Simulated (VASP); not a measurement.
Input:

```xyz
2
Lattice="3.1013 0.0000 0.0000 0.0000 3.1013 0.0000 0.0000 0.0000 3.1013" Properties=species:S:1:pos:R:3 pbc="T T T"
Ti     0.0000     0.0000     0.0000
Si     1.5507     1.5507     1.5507
```

Computed with r2SCAN meta-GGA, VASP's PBE PAW potentials (set 64) (plane waves; VASP). Settings: 400 eV cut-off, 13×13×13 Γ-centred mesh, tetrahedra with Blöchl corrections, potentials Ti_sv Si.

What does the run give for the energy per atom (σ→0), band gap (over mesh and band path) with the smallest direct gap where there is one?

- band gap (over mesh and band path) = none (metal, semimetal or under 0.01 eV)
- energy per atom (σ→0) = -11.082 eV/atom

Only differences to runs with the same potentials and settings are physical.

The structure was generated: TiSi was put into the CsCl type (Pm-3m), which need not be its known phase. It was relaxed first.
